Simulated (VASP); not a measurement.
Given:

```yaml
crystal:
  lattice:
    - [2.98861, 0.00000, 0.00000]
    - [-1.49430, 2.58821, 0.00000]
    - [0.00000, 0.00000, 7.30344]
  atoms:
    - { symbol: Mg, position: [0.33333, 0.66667, 0.66564] }
    - { symbol: Mg, position: [0.66667, 0.33333, 0.33436] }
    - { symbol: Zn, position: [0.00000, 0.00000, 0.00000] }
    - { symbol: O, position: [0.33333, 0.66667, 0.17259] }
    - { symbol: O, position: [0.66667, 0.33333, 0.82741] }
    - { symbol: O, position: [0.00000, 0.00000, 0.50000] }
```

Computed with r2SCAN meta-GGA, VASP's PBE PAW potentials (set 64) (plane waves; VASP). Numerical set-up: 520 eV cut-off, 11×11×4 Γ-centred mesh, Gaussian smearing of 0.010 eV, potentials Mg Zn O.

Question: The job: Mg2ZnO3 (space group P-3m1), 6 atoms, r2SCAN, optics run with many empty bands, 520 eV, 11×11×4 Γ-centred mesh. Roughly how much core time does it take on a busy server core?

Answer: About 30 core-minutes (one run on a shared machine, a rough figure). It had 58 irreducible k-points, 63 bands, up to 1551 plane waves and 27 electronic steps.

The structure comes from a computed database's Mg2ZnO3 entry (P-3m1); how it stands against other phases isn't given here. It was relaxed first.
